## The two gaps of boron arsenide under seven functionals

Boron arsenide, BAs, is a semiconductor known for conducting heat very well. The table gives its band gap in one fixed crystal cell, computed with seven density functionals. LDA uses only the local electron density, and PBE, PW91 and RPBE add its gradient. TPSS, r2SCAN and MS2, called meta-GGAs, also use the local kinetic-energy density of the orbitals. "Gap on mesh" is the distance from the highest filled to the lowest empty level anywhere on the mesh of wave vectors; "direct gap on mesh" is the smallest distance at one and the same wave vector.

Kohn–Sham DFT with VASP 6.6.1 and PAW potentials for BAs (space group F-43m) in a fixed two-atom cell, conventional edge 4.777 Å. All runs use a 10 × 10 × 10 k mesh, a plane-wave cutoff of 520 eV and a smearing width of 0.05 eV, without spin polarisation or spin–orbit coupling.

```csv
functional,potentials,gap on mesh (eV),direct gap on mesh (eV)
LDA,"VASP-PAW-LDA-potentials,-recommended",1.122,3.249
PBE,"VASP-PAW-PBE-potentials,-recommended",1.176,3.276
RPBE,"VASP-PAW-PBE-potentials,-recommended",1.207,3.276
r2SCAN,"VASP-PAW-PBE-potentials,-recommended",1.370,3.445
MS2,"VASP-PAW-PBE-potentials,-recommended",1.539,3.896
PW91,"VASP-PAW-PBE-potentials,-recommended",1.192,3.288
TPSS,"VASP-PAW-PBE-potentials,-recommended",1.163,3.366
```

### 1. Which gap is smaller, and why?

The gap on the mesh can never be the larger one, because it may combine levels from different wave vectors. Here it is smaller in every row, by more than 2 eV, so BAs has an indirect gap. Its highest filled level lies at Γ, the centre of the Brillouin zone. The lowest empty level is known to lie far out on the line towards the zone-boundary point X.

Silicon has the same layout and is a good model for it, though not for the size of the gaps. In both crystals the lowest empty level at Γ is a threefold, p-like antibonding one. In the PBE calculation of BAs the single level that follows lies 1.41 eV higher. If gallium replaced boron, this would change: in gallium arsenide a single s-like level comes down at Γ and makes the gap direct.

### 2. Which functionals stand out?

r2SCAN and MS2 do. Their indirect gaps exceed that of PBE by 0.19 and 0.36 eV, while the other five functionals lie within 0.09 eV of one another. TPSS belongs to those five, so using the kinetic-energy density does not by itself widen the indirect gap. The cell is the same in all rows, so the differences don't come from bond lengths.

### 3. How can the kinetic-energy density widen a gap?

Theory gives the following argument; the table shows only the gaps and can't prove it. Let v(r) be the change of the exchange–correlation energy density per unit of kinetic-energy density at the point r. An orbital ψ then gains, to first order and in atomic units, the energy ½∫v(r)|∇ψ|² d³r. Where v is positive, a steep orbital is pushed up more than a smooth one.

In r2SCAN and MS2, v is expected to be mostly positive in the bonds. This term lifts filled and empty orbitals alike, and by itself it need not open the gap. It comes with a partner: these functionals measure the kinetic-energy density against the electron density, so at the middle of a bond, where the density is flat, a positive v goes with an extra attractive local potential. A smooth bonding orbital with much weight there is expected to be pulled down, while an antibonding orbital, with a node there, feels the push without the pull. The two together open the gap. The picture fits the antibonding level at Γ best; the empty level near X is expected to lie largely in the open space between the bonds. What counts is how strongly a functional responds to the kinetic-energy density, and this response is known to be weaker in TPSS than in r2SCAN. Counted from the program's own zero of energy, the top of the filled levels lies 0.10 eV lower in r2SCAN than in PBE and 0.28 eV lower in MS2, while the lowest empty level lies only 0.09 and 0.08 eV higher. A positive v alone would not lower a filled level, so this fits the pull on the bonding orbitals. It is a hint and no proof: RPBE, which has no such term, moves the top 0.11 eV up on the same scale, and the table can't separate the push from the pull.

### 4. Do all empty levels rise together?

The simplest model says that they do: a functional lifts every empty level by the same amount relative to the filled ones. The direct gap should then be the PBE direct gap plus the change of the indirect gap. For r2SCAN this gives 3.276 + 0.194 = 3.470 eV, and the calculation gives 3.445 eV. PBE is the reference and agrees by construction; r2SCAN was not used to set up the model.

For MS2 the same step gives a direct gap 0.26 eV too small. TPSS fails in the same direction: its indirect gap hardly differs from that of PBE, yet its direct gap is 0.09 eV larger. A model that stretches both gaps by a common factor does worse in all six rows other than PBE, as the printed analysis below shows.

In PBE and PW91 the smallest direct gap lies at Γ, and the same is expected of the other functionals. Both gaps then start from the same filled level, so a miss of the model means that the empty levels at Γ and near X have moved against each other. These two levels have different shapes in space, so a term that depends on the steepness of orbitals need not lift them equally. That this is what sets MS2 apart is plausible, but it would take the orbitals themselves to show it. A correction found for one gap should therefore not be carried over to the other untested.

### 5. What does the choice of functional do to an estimate of thermal carriers?

The density of thermally excited carriers in the pure crystal varies as exp(−E/2kT). Here E is the indirect gap, k Boltzmann's constant and T the temperature; the effective masses are taken as equal in all rows. At 300 K the step from PBE to r2SCAN lowers this density about 40-fold. From LDA to MS2 the factor is about 3000.

A measured gap is thus the better input for such an estimate. Newer measurements put it at roughly 1.8 eV, a recalled value, and all seven functionals fall below that, as functionals of these kinds usually do. An older value near 1.5 eV is also quoted, and MS2 would slightly exceed it. MS2 comes closest either way, but one material does not prove it generally accurate.

### 6. What would change if each functional chose its own lattice?

The computed pressures tell which way each cell would go. With a rough bulk modulus of 140 GPa, RPBE would expand the volume by about 4 % and LDA would shrink it by about 2 %. MS2 is almost free of pressure in this cell, so its gap would stay nearly as it is. The other gaps would shift by amounts that were not calculated. The pressures rank the lower five exactly as their indirect gaps do, from LDA through TPSS, PBE and PW91 to RPBE. If the gap to the valley near X grows on expansion, as it does in silicon, these five would keep their order and spread apart, and RPBE would close part of its distance to r2SCAN.

### 7. Which digits can be trusted?

As absolute values, the indirect gaps may be too large by up to about 0.13 eV within each functional, since two errors add up. The mesh may step over the true minimum near X. For a parabolic band with about the free-electron mass, half a mesh step costs at most 0.07 eV, and the true gap can only be smaller. This is the worst case: the mesh has a point at four fifths of the way to X, close to where the minimum is expected, so the real miss is probably much less. Spin–orbit coupling, which is left out, would raise the top of the filled levels and take off roughly another 0.07 eV.

Both errors should be much alike in all rows, so differences between rows are safer than the values themselves. The lead of r2SCAN and MS2 is too large to come from these two errors. The difference between PBE and PW91, under 0.02 eV, is tiny beside the distance of either from the measured gap, so it is no reason to prefer one of them. The step from LDA to PBE is not a pure effect of the functional, because the potentials that stand for the atomic cores change with it. RPBE and PBE share their potentials and compare more cleanly: the indirect gap grows by 0.03 eV and the direct gap stays put. Even so, these potentials were made for PBE, and RPBE, PW91 and the meta-GGAs only borrow them.

Output of the analysis:

```
Changes against PBE and direct less indirect gap in eV:
     row  indirect change  direct change  direct less indirect
     LDA           -0.054         -0.027                 2.127
     PBE                0              0                   2.1
    RPBE            0.031              0                 2.069
  r2SCAN            0.194          0.169                 2.075
     MS2            0.363           0.62                 2.357
    PW91            0.016          0.012                 2.096
    TPSS           -0.013           0.09                 2.203
Direct gap predicted from the indirect gap in eV:
     row  rigid shift  miss of shift  common stretch  miss of stretch
     LDA        3.222         -0.027           3.126          -0.1234
     PBE        3.276              0           3.276                0
    RPBE        3.307          0.031           3.362          0.08636
  r2SCAN         3.47          0.025           3.816           0.3714
     MS2        3.639         -0.257           4.287           0.3912
    PW91        3.292          0.004           3.321          0.03257
    TPSS        3.263         -0.103            3.24          -0.1262
rms miss of the rigid shift without the PBE anchor in eV: 0.1147
rms miss of the common stretch without the PBE anchor in eV: 0.2348
direct change per indirect change in r2SCAN: 0.8711
direct change per indirect change in MS2: 1.708
spread of the indirect gap over all rows in eV: 0.417
spread of the direct gap over all rows in eV: 0.647
spread of the indirect gap without r2SCAN and MS2 in eV: 0.085
PBE height of the single over the threefold conduction level at Gamma in eV: 1.41
most that the mesh can miss of the minimum along Gamma to X in eV (rough): 0.06591
lowering of the indirect gap by spin-orbit coupling in eV (rough): 0.06667
volume change that LDA would like in percent (rough): -2.205
volume change that RPBE would like in percent (rough): 4.287
shortfall of PBE against the rough measured gap in eV: 0.624
shortfall of MS2 against the rough measured gap in eV: 0.261
factor in thermal carrier density at 300 K from LDA to MS2: 3182
factor in thermal carrier density at 300 K from PBE to r2SCAN: 42.61
factor in thermal carrier density at 300 K over the five close rows: 5.176
```
